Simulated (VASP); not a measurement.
# Be12H3N in VASP: notebook, part 2 of 2

VASP 6.6.1.

## (3) Relaxation of the atoms, PBEsol

File INCAR:

```
PREC = Accurate ; ENCUT = 520
EDIFF = 1E-6 ; ISMEAR = -1
SIGMA = 0.05 ; LREAL = Auto
LASPH = T ; NELM = 80
ALGO = Fast ; ISIF = 2
LWAVE = F ; LCHARG = F
GGA = PS ; IBRION = 2
NSW = 80 ; EDIFFG = -0.03
```

File KPOINTS:

```
Automatic mesh
0
Gamma
  6 6 1
```

File POSCAR:

```
Be12H3N
1.0
    4.5800000000      0.0000000000      0.0000000000
    2.2900000000      3.9663960000      0.0000000000
    0.0000000000      0.0000000000     14.5884300000
Be N H
12 1 3
Selective dynamics
Direct
    0.0000000000      0.0000000000      0.0685475000  F F F
    0.5000000000      0.0000000000      0.0685475000  F F F
    0.0000000000      0.5000000000      0.0685475000  F F F
    0.5000000000      0.5000000000      0.0685475000  F F F
   -0.1666667000      0.3333333000      0.1915364000  T T T
    0.3333333000      0.3333333000      0.1915364000  T T T
   -0.1666667000      0.8333333000      0.1915364000  T T T
    0.3333333000      0.8333333000      0.1915364000  T T T
    0.0000000000      0.0000000000      0.3145253000  T T T
    0.5000000000      0.0000000000      0.3145253000  T T T
    0.0000000000      0.5000000000      0.3145253000  T T T
    0.5000000000      0.5000000000      0.3145253000  T T T
    0.4742776000      0.5131750000      0.4310560000  T T T
    0.2374579000      0.6393851000      0.4571040000  T T T
    0.5849262000      0.2772225000      0.4571040000  T T T
    0.6004488000      0.6229174000      0.4571040000  T T T
```

Potentials or basis: VASP PAW PBE potentials, release 64 (Be, N, H).

Launch:

```bash
> cat potpaw_PBE.64/Be/POTCAR potpaw_PBE.64/N/POTCAR potpaw_PBE.64/H/POTCAR > POTCAR
> mpirun -np 1 vasp_std > vasp.out
```

Wall time 28 min (1 thread of Intel Xeon 6975P-C (Granite Rapids), shared host); peak memory 0.45 GiB.

Results (log left out):

- Free energy: -63.5972 eV
- Energy gained by relaxing: 32.2 meV/atom
- Ionic steps: 38
- Band gap on the k mesh: none (metal or under the smearing width)

Step by step:
```
step  energy change (eV)  largest force (eV/Å)  pressure (GPa)
   1              0.0000                1.0865           -0.94
   2             -0.1754                1.0927           -1.76
   3             -0.1915                1.0548           -2.08
   4             -0.2780                0.9363           -1.59
   5             -0.2781                0.9101           -1.60
   6             -0.3027                2.3983           -1.32
   7             -0.3161                1.2443           -1.44
   8             -0.3622                0.5546           -1.43
   9             -0.3782                0.4404           -1.39
  10             -0.3926                0.3794           -1.38
  11             -0.4226                0.3014           -1.35
  12             -0.4239                0.5655           -1.25
  13             -0.4329                0.4178           -1.30
  14             -0.4380                0.7452           -1.69
  15             -0.4407                0.4216           -1.55
  16             -0.4478                0.5854           -1.71
  17             -0.4480                0.4943           -1.69
  18             -0.4549                0.3246           -1.69
  19             -0.4589                0.3244           -1.69
  20             -0.4631                0.2953           -1.72
  21             -0.4735                0.2659           -1.81
  22             -0.4852                0.3772           -1.98
  23             -0.4906                0.2763           -2.05
  24             -0.4912                0.4917           -2.08
  25             -0.4946                0.4904           -2.13
  26             -0.5023                0.4947           -2.28
  27             -0.5065                0.5405           -2.56
  28             -0.5082                0.5059           -2.64
  29             -0.5098                0.1502           -2.61
  30             -0.5115                0.1600           -2.62
  31             -0.5143                0.1889           -2.66
  32             -0.5145                0.1976           -2.67
  33             -0.5147                0.2054           -2.60
  34             -0.5149                0.2028           -2.62
  35             -0.5150                0.2036           -2.61
  36             -0.5151                0.2036           -2.61
  37             -0.5152                0.2037           -2.62
  38             -0.5156                0.2040           -2.64
```

Final structure:
```
Be N H
1.0
     4.58000    0.00000    0.00000
     2.29000    3.96640    0.00000
     0.00000    0.00000   14.58843
Be N H
12 1 3
Cartesian
  0.0000 0.0000 1.0000
  2.2900 0.0000 1.0000
  1.1450 1.9832 1.0000
  3.4350 1.9832 1.0000
  4.5723 1.3269 2.8139
  2.2919 1.3265 2.8204
  5.7224 3.3068 2.7532
  3.4319 3.3016 2.8204
  4.5676 0.0022 4.5239
  4.5850 3.9633 4.5268
  5.7175 1.9928 4.5241
  3.4330 1.9843 4.8996
  3.3866 2.0123 6.7100
  2.5524 2.5374 7.0026
  3.3307 1.0553 7.0803
  4.2252 2.4747 7.0820
```

Levels at points of the mesh, in eV from the Fermi level:
| k point | band 13 | band 14 | band 15 | band 16 | band 17 | band 18 | band 19 | band 20 |
| --- | --- | --- | --- | --- | --- | --- | --- | --- |
| (0.00, 0.00, 0.00) | -1.81 | -1.80 | -1.78 | -1.77 | -1.66 | 1.30 | 2.73 | 2.79 |
| (0.50, 0.00, 0.00) | -2.08 | -1.56 | 0.21 | 0.29 | 0.43 | 1.26 | 2.81 | 3.27 |
| (0.50, 0.50, 0.00) | -2.08 | -1.56 | 0.21 | 0.29 | 0.44 | 1.27 | 2.80 | 3.27 |
| (0.00, 0.50, 0.00) | -2.08 | -1.56 | 0.21 | 0.29 | 0.44 | 1.27 | 2.80 | 3.27 |

Caveat: the PAW data sets were made with another functional, which shifts forces and pressure a little.

## (4) Single point, PBEsol

File INCAR:

```
PREC = Accurate
ENCUT = 520
EDIFF = 1E-7
ISMEAR = -1
SIGMA = 0.05
LREAL = Auto
LASPH = T
NELM = 60
ALGO = Fast
ISIF = 2
LWAVE = F
LCHARG = F
GGA = PS
NBANDS = 30
```

File KPOINTS:

```
regular mesh
0
Gamma
  6 6 1
```

File POSCAR:

```
Be12H3N
1.0
    4.5800000000      0.0000000000      0.0000000000
    2.2900000000      3.9663960000      0.0000000000
    0.0000000000      0.0000000000     14.5884300000
Be N H
12 1 3
Direct
    0.0000000000      0.0000000000      0.0685474722
    0.5000000000      0.0000000000      0.0685474722
    0.0000000000      0.5000000000      0.0685474722
    0.5000000000      0.5000000000      0.0685474722
   -0.1666666667      0.3333333333      0.1915363751
    0.3333333333      0.3333333333      0.1915363751
   -0.1666666667      0.8333333333      0.1915363751
    0.3333333333      0.8333333333      0.1915363751
    0.0000000000      0.0000000000      0.3145252779
    0.5000000000      0.0000000000      0.3145252779
    0.0000000000      0.5000000000      0.3145252779
    0.5000000000      0.5000000000      0.3145252779
    0.4742775992      0.5131749326      0.4310559807
    0.2374578240      0.6393852253      0.4571040201
    0.5849263317      0.2772224458      0.4571040201
    0.6004487341      0.6229173789      0.4571040201
```

Launch:

```bash
> cat potpaw_PBE.64/Be/POTCAR potpaw_PBE.64/N/POTCAR potpaw_PBE.64/H/POTCAR > POTCAR
> mpirun -np 1 vasp_std > vasp.out
```

It took 2.8 min on 1 thread of Intel Xeon 6975P-C (Granite Rapids), shared host; peak memory 0.4 GiB.

It converged, with:

```
Free energy            : -63.0816 eV
Largest force          : 1.086 eV/Å
Band gap on the k mesh : none (metal or under the smearing width)
```

Forces on the atoms (eV/Å):
```
Be  -0.018 -0.032 -0.105
Be   0.020 -0.011 -0.117
Be   0.018  0.032 -0.105
Be  -0.018  0.011  0.127
Be  -0.030  0.019  0.118
Be   0.024  0.027  0.219
Be   0.019 -0.011 -0.216
Be  -0.015 -0.034  0.220
Be   0.082  0.210 -0.698
Be  -0.037  0.021 -0.717
Be  -0.133 -0.179 -0.700
Be  -0.026  0.015  0.080
N    0.028 -0.013  1.086
H   -0.694  0.433  0.168
H   -0.058 -0.957  0.320
H    0.837  0.470  0.321
```

Levels at points of the mesh, in eV from the Fermi level:
```tsv
k point	band 13	band 14	band 15	band 16	band 17	band 18	band 19	band 20
(0.00, 0.00, 0.00)	-1.91	-1.83	-1.79	-1.79	-1.72	1.87	2.60	2.64
(0.50, 0.00, 0.00)	-1.88	-1.30	0.18	0.35	0.59	1.30	2.90	3.28
(0.50, 0.50, 0.00)	-1.88	-1.30	0.17	0.35	0.58	1.33	2.91	3.29
(0.00, 0.50, 0.00)	-1.88	-1.30	0.17	0.35	0.58	1.33	2.91	3.29
```

Caveat: the PAW data sets were made with another functional, which shifts forces and pressure a little.

## (5) Single point, PBEsol

File INCAR:

```
SYSTEM = Be12H3N
PREC     = Accurate       ! precision mode
ENCUT    = 520            ! plane-wave cutoff, eV
EDIFF    = 1E-6           ! SCF threshold, eV
ISMEAR   = -1             ! smearing method
SIGMA    = 0.05           ! smearing width, eV
LREAL    = Auto         
LASPH    = .True.         ! aspherical terms in the spheres
NELM     = 80             ! most SCF steps
ALGO     = Fast           ! electronic algorithm
ISIF     = 2              ! what is computed and relaxed
LWAVE    = .False.        ! write WAVECAR
LCHARG   = .False.        ! write CHGCAR
GGA      = PS             ! functional
NBANDS   = 30             ! bands
```

File KPOINTS:

```
Automatic mesh
0
Gamma
  6 6 1
  0 0 0
```

File POSCAR:

```
Be12H3N
1.0
    4.5800000000      0.0000000000      0.0000000000
    2.2900000000      3.9663960000      0.0000000000
    0.0000000000      0.0000000000     14.5884300000
Be N H
12 1 3
Direct
    0.0000000000      0.0000000000      0.0685474722
    0.5000000000      0.0000000000      0.0685474722
    0.0000000000      0.5000000000      0.0685474722
    0.5000000000      0.5000000000      0.0685474722
   -0.1648464559      0.3343614707      0.1955795106
    0.3368071102      0.3323949500      0.1916307649
   -0.1633880023      0.8332118124      0.1896644807
    0.3371265606      0.8323914203      0.1938748721
    0.0071461529     -0.0042189433      0.3121100077
    0.5060477074      0.0040172489      0.3112844905
    0.0131381366      0.5024896657      0.3109314710
    0.5088906292      0.5007689600      0.3409665742
    0.5704025397      0.5003988507      0.4649437260
    0.3913969162      0.7224288750      0.4943018543
    0.5682061477      0.3008156523      0.4964293622
    0.8037874283      0.4772592046      0.4746787694
```

Launch:

```bash
> cat potpaw_PBE.64/Be/POTCAR potpaw_PBE.64/N/POTCAR potpaw_PBE.64/H/POTCAR > POTCAR
> mpirun -np 1 vasp_std > vasp.out
```

It took 2.8 min on 1 thread of Intel Xeon 6975P-C (Granite Rapids), shared host; peak memory 0.39 GiB.

The run converged. Its results:

| Property | Result |
| --- | --- |
| Free energy | -63.5748 eV |
| Largest force | 0.237 eV/Å |
| Band gap on the k mesh | none (metal or under the smearing width) |

Forces in eV/Å, atoms in the order of the input:
```
Be   0.093  0.080 -0.062
Be  -0.013 -0.032 -0.095
Be  -0.053 -0.054 -0.073
Be   0.116  0.009  0.207
Be  -0.001  0.000 -0.006
Be   0.003  0.000 -0.001
Be   0.003  0.000  0.002
Be  -0.004 -0.003  0.002
Be   0.009 -0.003  0.023
Be   0.006 -0.009  0.026
Be  -0.009  0.004  0.021
Be  -0.008  0.001 -0.003
N   -0.041  0.002 -0.014
H   -0.042  0.006 -0.005
H   -0.033 -0.011 -0.010
H   -0.027  0.012 -0.010
```

Levels at points of the mesh, in eV from the Fermi level:
| k point | band 14 | band 15 | band 16 | band 17 | band 18 | band 19 |
| --- | --- | --- | --- | --- | --- | --- |
| (0.00, 0.00, 0.00) | -1.77 | -1.73 | -1.68 | -1.56 | 1.24 | 2.69 |
| (0.50, 0.00, 0.00) | -1.61 | 0.16 | 0.30 | 0.40 | 1.23 | 3.09 |
| (0.50, 0.50, 0.00) | -1.60 | 0.16 | 0.30 | 0.40 | 1.25 | 3.07 |
| (0.00, 0.50, 0.00) | -1.61 | 0.15 | 0.19 | 0.48 | 1.26 | 2.97 |

Caveat: the PAW data sets were made with another functional, which shifts forces and pressure a little.

## (6) Single point, PBEsol

File INCAR:

```
PREC = Accurate
ENCUT = 520
EDIFF = 1E-7
ISMEAR = -1
SIGMA = 0.05
LREAL = Auto
LASPH = T
NELM = 60
ALGO = Fast
ISIF = 2
LWAVE = F
LCHARG = T
GGA = PS
LELF = T
LVHAR = T
NBANDS = 30
```

File KPOINTS:

```
Automatic mesh
0
Gamma
  6 6 1
```

File POSCAR:

```
Be12H3N
1.0
    4.5800000000      0.0000000000      0.0000000000
    2.2900000000      3.9663960000      0.0000000000
    0.0000000000      0.0000000000     14.5884300000
Be N H
12 1 3
Direct
    0.0000000000      0.0000000000      0.0685474722
    0.5000000000      0.0000000000      0.0685474722
    0.0000000000      0.5000000000      0.0685474722
    0.5000000000      0.5000000000      0.0685474722
   -0.1675668002      0.3347156966      0.1966335651
    0.3319571528      0.3358656070      0.1884828594
   -0.1668481486      0.8295399652      0.1911632026
    0.3373166113      0.8294353363      0.1913709015
    0.0071607764     -0.0141682777      0.3109597811
    0.4934213714      0.0129843314      0.3098463646
    0.0030169663      0.5013992551      0.3190350161
    0.4954091223      0.5017184366      0.3196910154
    0.7539319047      0.5090510378      0.4603632468
    0.5492166007      0.7248794624      0.4846008789
    0.7550280028      0.2996011997      0.4859594213
    0.9713048874      0.5052203562      0.4802993879
```

Potentials or basis: VASP PAW PBE potentials, release 64 (Be, N, H).

Launch:

```bash
> cat potpaw_PBE.64/Be/POTCAR potpaw_PBE.64/N/POTCAR potpaw_PBE.64/H/POTCAR > POTCAR
> mpirun -np 1 vasp_std > vasp.out
```

Run time: 3 min. Hardware: 1 thread of Intel Xeon 6975P-C (Granite Rapids), shared host; peak memory 0.4 GiB.

Results (log left out):

* Free energy: -63.0531 eV
* Largest force: 0.280 eV/Å
* Band gap on the k mesh: none (metal or under the smearing width)

Forces on the atoms (eV/Å):
```
Be   0.003  0.138 -0.049
Be  -0.004 -0.146 -0.124
Be  -0.270  0.002  0.073
Be   0.269  0.003  0.078
Be   0.000  0.008 -0.007
Be   0.000 -0.002 -0.006
Be   0.001 -0.001  0.005
Be   0.002 -0.001 -0.005
Be   0.004 -0.035  0.005
Be   0.011  0.034 -0.003
Be  -0.031  0.008  0.035
Be   0.018 -0.003 -0.003
N    0.001 -0.006  0.055
H   -0.016  0.031 -0.016
H   -0.020 -0.030 -0.013
H    0.033  0.000 -0.026
```

Levels at points of the mesh, in eV from the Fermi level:
```csv
k point,band 12,band 13,band 14,band 15,band 16,band 17,band 18,band 19,band 20,band 21
"(0.00, 0.00, 0.00)",-2.01,-1.99,-1.86,-1.83,-1.77,-1.22,1.54,2.67,2.72,2.85
"(0.50, 0.00, 0.00)",-2.21,-2.06,-1.44,0.20,0.22,0.50,1.20,3.26,3.31,3.40
"(0.50, 0.50, 0.00)",-2.20,-2.07,-1.44,0.20,0.22,0.49,1.20,3.26,3.32,3.40
"(0.00, 0.50, 0.00)",-2.25,-2.08,-1.40,0.08,0.26,0.60,1.29,3.17,3.35,3.39
```

Caveat: the PAW data sets were made with another functional, which shifts forces and pressure a little.
